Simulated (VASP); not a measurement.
Here is the system:

```xyz
2
Lattice="0.0000 2.8406 2.8406 2.8406 0.0000 2.8406 2.8406 2.8406 0.0000" Properties=species:S:1:pos:R:3 pbc="T T T"
Al     0.0000     0.0000     0.0000
As     1.4203     1.4203     1.4203
```

All values below come from PBEsol GGA, VASP's PBE PAW potentials (set 64) (plane waves; VASP 6.6.1). Settings: 400 eV cut-off, Gaussian smearing of 0.050 eV, potentials Al As.

Give the energies of bands 2 to 7 at the high-symmetry points, in eV from the valence-band maximum.

```json
[
 {"band": "2", "Γ": "0.00", "X": "-5.41", "U": "-5.15", "L": "-5.55", "W": "-5.06"},
 {"band": "3", "Γ": "0.00", "X": "-2.16", "U": "-3.41", "L": "-0.82", "W": "-3.18"},
 {"band": "4", "Γ": "0.00", "X": "-2.16", "U": "-1.79", "L": "-0.82", "W": "-2.82"},
 {"band": "5", "Γ": "1.90", "X": "1.34", "U": "2.15", "L": "2.04", "W": "4.23"},
 {"band": "6", "Γ": "4.25", "X": "2.22", "U": "4.88", "L": "4.62", "W": "5.57"},
 {"band": "7", "Γ": "4.25", "X": "10.20", "U": "8.08", "L": "4.62", "W": "5.61"}
]
```

The gap is indirect, 1.34 eV, from the valence maximum at Γ to the conduction minimum at X.

The structure was generated: AlAs was put into the zinc blende type (F-43m), which need not be its known phase. It was relaxed first, which changed the volume by +8 %.
